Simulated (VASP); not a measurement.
Data:

```yaml
crystal:
  lattice:
    - [1.38000, -2.39023, 0.00000]
    - [1.38000, 2.39023, 0.00000]
    - [0.00000, 0.00000, 4.46000]
  atoms:
    - { symbol: Re, position: [0.33333, 0.66667, 0.25000] }
    - { symbol: Re, position: [0.66667, 0.33333, 0.75000] }
```

Computed with PBE GGA, VASP's PBE PAW potentials (set 64) (plane waves; VASP). Run with 400 eV cut-off, 14×14×8 Γ-centred mesh, first-order Methfessel-Paxton smearing of 0.10 eV, potentials Re.

**Question.** Give the stress tensor in GPa (positive for a compressed cell).

**Answer.** 
```
5.50  0.00  0.00
0.00  5.50  0.00
0.00  0.00  6.18
```
The pressure is its mean diagonal, 5.73 GPa.

The compound is Re in the hcp structure. The cell was not relaxed at this level.
